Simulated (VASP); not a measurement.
# A VASP study of Zn3SbP (PBE): structure first, properties next, part 3 of 4

Wanted: the relaxed cell of Zn3SbP and its properties. The cell is invented: it takes the structure of a Materials Project entry for Ca3SbP (space group 221 there), with some of its atoms replaced by other elements, volume scaled by an estimate. It may not be a known or stable phase. Left out of this account: 1 further run (relaxation: a spoilt try).

VASP 6.6.1, plane waves and PAW; the level of theory is named at each step.

So far. Step 3 (Relaxing cell and atoms (PBE)): It ends with forces that vanish by symmetry and a pressure of 0.00 GPa. Step 4 (Single point with fields (PBE)): In this run the pressure is -0.01 GPa, small enough to go on. The relaxed cell has a = 4.712 Å (conventional setting).

## Step 5: Bands along the symmetry lines (PBE)

Level of this step: PBE; plane waves and PAW (Sb, Zn, P); invented cell (VASP).

The mesh alone shows little of the dispersion and can miss band extrema, so KPOINTS_OPT adds a path through the symmetry points after the self-consistent cycle.

The input, INCAR:

```
SYSTEM = Zn3SbP
PREC = Accurate
ENCUT = 400
EDIFF = 1E-06
NELM = 100
ISMEAR = -1
SIGMA = 0.05
LREAL = .FALSE.
ALGO = Normal
GGA = PE
NBANDS = 38
LORBIT = 11
LWAVE = .FALSE.
LCHARG = .FALSE.
KPAR = 2
```

The input, POSCAR:

```
Zn3SbP
1.0
    4.7122531492      0.0000000000      0.0000000000
    0.0000000000      4.7122531492      0.0000000000
    0.0000000000      0.0000000000      4.7122531492
Sb Zn P
1 3 1
Direct
    0.0000000000      0.0000000000      0.0000000000
    0.0000000000      0.5000000000      0.5000000000
    0.5000000000      0.0000000000      0.5000000000
    0.5000000000      0.5000000000      0.0000000000
    0.5000000000      0.5000000000      0.5000000000
```

The input, KPOINTS:

```
Automatic mesh
0
Gamma
5 5 5
0 0 0
```

The input, KPOINTS_OPT:

```
Line mode
16
Line-mode
Reciprocal
  0.00000000   0.00000000   0.00000000 GAMMA
  0.00000000   0.50000000   0.00000000 X

  0.00000000   0.50000000   0.00000000 X
  0.50000000   0.50000000   0.00000000 M

  0.50000000   0.50000000   0.00000000 M
  0.00000000   0.00000000   0.00000000 GAMMA

  0.00000000   0.00000000   0.00000000 GAMMA
  0.50000000   0.50000000   0.50000000 R

  0.50000000   0.50000000   0.50000000 R
  0.00000000   0.50000000   0.00000000 X

  0.50000000   0.50000000   0.00000000 M
  0.50000000   0.50000000   0.50000000 R
```

PAW data sets: Sb, Zn and P (PBE family, release 64).

Launch:

```console
> mpirun -np 2 vasp_std
```

What it wrote:

```text
[... set-up lines as in an earlier step ...]
 entering main loop
       N       E                     dE             d eps       ncg     rms          rms(c)
DAV:   1     0.273090172221E+03    0.27309E+03   -0.17077E+04   760   0.121E+03
DAV:   2     0.123796444836E+02   -0.26071E+03   -0.24571E+03   766   0.294E+02
DAV:   3    -0.117113271064E+02   -0.24091E+02   -0.23588E+02   868   0.907E+01
DAV:   4    -0.122820859129E+02   -0.57076E+00   -0.56936E+00   862   0.141E+01
DAV:   5    -0.122888060419E+02   -0.67201E-02   -0.67196E-02   848   0.149E+00    0.781E+00
DAV:   6    -0.114420129996E+02    0.84679E+00   -0.20567E+00  1010   0.248E+01    0.570E+00
DAV:   7    -0.114158198778E+02    0.26193E-01   -0.64598E-01   904   0.573E+00    0.264E+00
DAV:   8    -0.114070371034E+02    0.87828E-02   -0.26306E-02   870   0.110E+00    0.963E-01
DAV:   9    -0.114051900672E+02    0.18470E-02   -0.39660E-03   832   0.394E-01    0.106E-01
DAV:  10    -0.114051757352E+02    0.14332E-04   -0.42512E-04   940   0.186E-01    0.725E-02
DAV:  11    -0.114052077680E+02   -0.32033E-04   -0.87195E-05   832   0.595E-02    0.121E-02
DAV:  12    -0.114052075169E+02    0.25108E-06   -0.65376E-06   812   0.181E-02
   1 F= -.11405208E+02 E0= -.11382980E+02  d E =-.444547E-01
 Start KPOINTS_OPT (optional k-point list driver)
k-point batch [1-10\96]
       N       E                     dE             ncg
DAV:   1     0.172659349949E+04   -0.41137E+03      760
DAV:   2    -0.838288768187E+03   -0.25649E+04      768
DAV:   3    -0.107784541302E+04   -0.23956E+03      862
DAV:   4    -0.108363924044E+04   -0.57938E+01      796
DAV:   5    -0.108369910732E+04   -0.59867E-01      854
DAV:   6    -0.108370015182E+04   -0.10445E-02      834
DAV:   7    -0.108370017429E+04   -0.22471E-04      900
DAV:   8    -0.108370017476E+04   -0.46465E-06      598
[...]
k-point batch [91-96\96]
       N       E                     dE             ncg
DAV:   1     0.591927526749E+04   -0.69142E+04      456
DAV:   2     0.437976040462E+04   -0.15395E+04      464
DAV:   3     0.424318289882E+04   -0.13658E+03      556
DAV:   4     0.424038945320E+04   -0.27934E+01      528
DAV:   5     0.424036101302E+04   -0.28440E-01      526
DAV:   6     0.424036049380E+04   -0.51922E-03      552
DAV:   7     0.424036048203E+04   -0.11775E-04      532
DAV:   8     0.424036048176E+04   -0.26623E-06      424
```

Elapsed: 48 s, on 2 MPI ranks of Intel Xeon Platinum 8259CL at 2.50GHz (Skylake/Cascade Lake), shared host; peak memory 0.39 GiB; 94 s of CPU time.

OUTCAR, selected parts (step 5):

```text
   k-points           NKPTS =     10   k-points in BZ     NKDIM =     10   number of bands    NBANDS=     38

   NELECT =      46.0000    total number of electrons

 E-fermi :   3.8944

 k-point     1 :       0.0000    0.0000    0.0000
  band No.  band energies     occupation
    ...
     18      -0.3502      2.00000
     19      -0.3502      2.00000
     20      -0.3502      2.00000
     21       2.5189      2.00000
     22       2.5189      2.00000
     23       3.9931      0.24401
     24       3.9931      0.24401
     25       3.9931      0.24401
     26       4.6730      0.00000
     27       9.1934      0.00000
    ...

  Total       -0.0114732     -0.0114732     -0.0114732      0.0000000     -0.0000000      0.0000000
  in kB       -0.1756752     -0.1756752     -0.1756752      0.0000000     -0.0000000      0.0000000
  external PRESSURE =      -0.1756752 kB  Pullay stress =       0.0000000 kB

  FREE ENERGIE OF THE ION-ELECTRON SYSTEM (eV)
  ---------------------------------------------------
  free  energy   TOTEN  =       -11.4052075169 eV

  energy  without entropy=      -11.3607528214  energy(sigma->0) =      -11.38298017

[... 8 parts as in an earlier step ...]

[... 9 further parts left out ...]
```

Spin-orbit coupling is off here; with elements this heavy it splits and shifts levels by tenths of an eV or more.

This step gave:

```
SCF cycles : 12
bands      : 38
pressure   : -0.01757 GPa
```

The electronic bands at the labelled points (eV, zero at the Fermi level; # counts the bands kept, so #1 is VASP's band 2):

```csv
point,#19,#20,#21,#22,#23,#24,#25,#26
Γ,-4.24,-1.38,-1.38,0.10,0.10,0.10,0.78,5.30
0.47 of the way,-3.94,-1.80,-1.19,-0.14,-0.14,0.67,2.77,3.60
X,-3.49,-2.84,-0.90,-0.61,-0.61,2.41,3.74,4.51
0.47 of the way,-3.28,-1.76,-0.69,-0.29,0.28,2.53,2.54,3.31
M,-2.98,-1.03,-0.09,-0.09,0.37,0.94,2.34,2.34
0.47 of the way,-3.54,-2.01,-0.13,-0.10,0.22,1.70,1.89,3.12
Γ,-4.24,-1.38,-1.38,0.10,0.10,0.10,0.78,5.30
0.53 of the way,-4.48,-1.26,-1.26,-0.20,1.50,1.50,1.99,4.05
R,-4.60,-3.03,-3.03,-3.03,4.81,4.81,4.81,5.61
0.47 of the way,-4.31,-2.24,-1.04,-0.38,1.52,1.61,2.52,4.91
X,-3.49,-2.84,-0.90,-0.61,-0.61,2.41,3.74,4.51
jump to M,-2.98,-1.03,-0.09,-0.09,0.37,0.94,2.34,2.34
0.47 of the way,-4.07,-1.79,-1.55,-1.55,1.19,3.62,3.62,3.66
R,-4.60,-3.03,-3.03,-3.03,4.81,4.81,4.81,5.61
```

Of the projections kept (Sb, Zn, P), the largest for each band there; the rest of the weight can lie on other orbitals:

```
point      #19      #20      #21      #22      #23      #24      #25      #26
    Γ   P 0.53  Zn 0.99  Zn 0.99  Sb 0.64  Sb 0.65  Sb 0.64  Zn 0.48  Zn 1.00
    X   P 0.54  Zn 0.51  Zn 1.00  Sb 0.71  Sb 0.71  Zn 0.87  Zn 0.58   P 0.51
    M   P 0.53  Zn 0.84  Sb 0.45  Sb 0.45  Sb 0.88  Zn 0.65  Zn 0.92  Zn 0.92
    Γ   P 0.53  Zn 0.99  Zn 0.99  Sb 0.64  Sb 0.64  Sb 0.64  Zn 0.48  Zn 1.00
    R  Zn 0.84  Sb 0.57  Sb 0.57  Sb 0.57   P 0.55   P 0.55   P 0.55  Zn 1.00
    X   P 0.54  Zn 0.51  Zn 1.00  Sb 0.71  Sb 0.71  Zn 0.87  Zn 0.58   P 0.51
```

There is no gap at this level.

## Step 6: Density of states (PBE)

A density of states needs more k-points than a total energy; ISMEAR = -5 takes tetrahedra, and LORBIT projects the states on the PAW spheres. The mesh is finer than in the run before.

Changes to INCAR since step 5:

```diff
@@ -5,3 +5,3 @@
 NELM = 100
-ISMEAR = -1
+ISMEAR = -5
 SIGMA = 0.05
@@ -15 +15,2 @@
 KPAR = 2
+NEDOS = 2001
```

POSCAR is that of step 5.

The input, KPOINTS:

```
Automatic mesh
0
Gamma
7 7 7
0 0 0
```

Launch:

```console
> mpirun -np 2 vasp_std
```

What it wrote:

```text
[... set-up lines as in an earlier step ...]
 entering main loop
       N       E                     dE             d eps       ncg     rms          rms(c)
DAV:   1     0.273377658277E+03    0.27338E+03   -0.17020E+04  1520   0.121E+03
DAV:   2     0.126579714105E+02   -0.26072E+03   -0.24587E+03  1520   0.293E+02
DAV:   3    -0.117079538289E+02   -0.24366E+02   -0.23859E+02  1766   0.913E+01
DAV:   4    -0.122998945597E+02   -0.59194E+00   -0.59051E+00  1718   0.144E+01
DAV:   5    -0.123067607417E+02   -0.68662E-02   -0.68599E-02  1708   0.150E+00    0.783E+00
DAV:   6    -0.115068184112E+02    0.79994E+00   -0.20606E+00  2010   0.246E+01    0.569E+00
DAV:   7    -0.114864464530E+02    0.20372E-01   -0.63732E-01  1858   0.581E+00    0.265E+00
DAV:   8    -0.114813153304E+02    0.51311E-02   -0.27448E-02  1674   0.104E+00    0.939E-01
DAV:   9    -0.114788920958E+02    0.24232E-02   -0.39061E-03  1640   0.343E-01    0.108E-01
DAV:  10    -0.114785594358E+02    0.33266E-03   -0.28190E-04  1714   0.140E-01    0.653E-02
DAV:  11    -0.114786334061E+02   -0.73970E-04   -0.67378E-05  1682   0.522E-02    0.217E-02
DAV:  12    -0.114785784603E+02    0.54946E-04   -0.76169E-06  1594   0.173E-02    0.309E-03
DAV:  13    -0.114785891404E+02   -0.10680E-04   -0.11685E-06  1094   0.620E-03    0.257E-03
DAV:  14    -0.114785887490E+02    0.39142E-06   -0.21980E-07   826   0.529E-03
   1 F= -.11478589E+02 E0= -.11478589E+02  d E =0.000000E+00
 -----------------------------------------------------------------------------
|                                                                             |
|           W    W    AA    RRRRR   N    N  II  N    N   GGGG   !!!           |
|           W    W   A  A   R    R  NN   N  II  NN   N  G    G  !!!           |
|           W    W  A    A  R    R  N N  N  II  N N  N  G       !!!           |
|           W WW W  AAAAAA  RRRRR   N  N N  II  N  N N  G  GGG   !            |
|           WW  WW  A    A  R   R   N   NN  II  N   NN  G    G                |
|           W    W  A    A  R    R  N    N  II  N    N   GGGG   !!!           |
|                                                                             |
|     Tetrahedron method does not include variations of the Fermi             |
|     occupations, so forces and stress will be inaccurate. We suggest        |
|     using a different smearing scheme ISMEAR = 1 or 2 for metals in         |
|     relaxations.                                                            |
|                                                                             |
 -----------------------------------------------------------------------------
```

Elapsed: 18 s, on 2 MPI ranks; peak memory 0.38 GiB; 35 s of CPU time.

OUTCAR, selected parts (step 6):

```text
   k-points           NKPTS =     20   k-points in BZ     NKDIM =     20   number of bands    NBANDS=     38

   NELECT =      46.0000    total number of electrons

 E-fermi :   3.7891

 k-point     1 :       0.0000    0.0000    0.0000
  band No.  band energies     occupation
    ...
     19      -0.3375      2.00000
     20      -0.3375      2.00000
     21       2.5351      2.00000
     22       2.5351      2.00000
     23       3.9675      1.37967
     24       3.9675      0.00000
     25       3.9675      0.00000
     26       4.6734      0.00000
     27       9.2023      0.00000
     28       9.2023      0.00000
    ...

  Total        0.0443192      0.0443192      0.0443192     -0.0000000      0.0000000     -0.0000000
  in kB        0.6786043      0.6786043      0.6786043     -0.0000000      0.0000000     -0.0000000
  external PRESSURE =       0.6786043 kB  Pullay stress =       0.0000000 kB

  FREE ENERGIE OF THE ION-ELECTRON SYSTEM (eV)
  ---------------------------------------------------
  free  energy   TOTEN  =       -11.4785887490 eV

  energy  without entropy=      -11.4785887490  energy(sigma->0) =      -11.47858875

[... 7 parts as in an earlier step ...]

[... 10 further parts left out ...]
```

With tetrahedra the forces and stress of a metal are not exact derivatives of the energy.

Numbers from this step:

- SCF cycles: 14
- irreducible k-points: 20
- free energy (TOTEN): -11.48 eV
- Fermi energy: 3.789 eV
- pressure: 0.06786 GPa
- DOS at the Fermi level: 5.539 states/eV/cell

The density of states has structure finer than the step of the table below, so its rows give means over 1 eV, whole bins alone (the curve runs from -12.0 to 5.42 eV). Peaks (eV: height): total -7.3: 21.9, -7.0: 73.8; Zn s -4.9: 0.977, -0.5: 0.404, 0.0: 0.631, 2.0: 0.530; Sb p -1.4: 0.521, -0.1: 1.14, 4.0: 0.298, 5.1: 0.320; Zn p 2.0: 0.584, 2.7: 0.543, 4.0: 0.926, 5.1: 0.664; Zn d -7.3: 20.1, -7.0: 71.2.

States under -12.0 eV and over 5.4 eV are left out. Table of density of states by energy, zero at the Fermi level; means over each step; values in states/eV/cell:

```csv
energy (eV),total,Zn s,Sb p,Zn p,Zn d,Sb s,P s
-11,0.304,0.0120,5.1e-5,0.0224,0.0139,8.1e-5,0.140
-10,0,0,0,0,0,0,0
-9,1.69,0.0458,7.3e-4,0.0240,0.138,0.729,0.0150
-8,3.32,0.0973,0.00167,0.0183,2.37,0.160,0.00542
-7,26.9,0.0586,0.0220,0.0532,25.4,0.0900,0.0410
-6,0.186,0.00337,6.7e-4,0.00350,0.132,0.0138,0.00712
-5,2.87,0.561,0.0829,0.103,0.546,0.0884,0.0171
-4,2.67,0.341,0.0357,0.250,0.286,0.0856,0.0170
-3,0.519,0.0263,0.0105,0.0713,0.0462,0.00149,0.00169
-2,1.31,0.102,0.187,0.0928,0.0730,0.00755,0.0488
-1,2.47,0.246,0.369,0.165,0.127,0.0121,0.0483
0,3.37,0.403,0.620,0.204,0.125,0.00851,0.0160
1,0.835,0.170,0.0835,0.0739,0.0216,0.00296,0.0129
2,2.11,0.288,0.0954,0.317,0.0569,0.0549,0.0407
3,2.27,0.167,0.119,0.371,0.0840,0.0425,0.0324
4,2.95,0.166,0.188,0.541,0.104,0.0230,0.0259
```

The finer mesh and the other smearing move the Fermi level by -0.11 eV from the 5×5×5 run, one measure of the sampling error in the zero of the bands above. Of the states within 0.3 eV of the Fermi level, the largest shares in the PAW spheres are Sb p 19 %, Zn s 11 % and Zn p 6 %. The rest lies in smaller channels or between the spheres.

[end of part 3 of 4]

[Lines on the potential files, build, host, timing and source positions are cut from VASP's logs without a mark.]

[Logs are printed without paths, hosts, clocks, repeated set-up lines and the standing remarks that a program may print on its own settings, such as how far it seeks lower states.]

[Hosts, paths, dates, database ids (printed as entryN), source tags and the programs' standing remarks are cut or masked in the printed files.]

[A measured line is paired with the nearest computed mode of its activity, which favours agreement.]
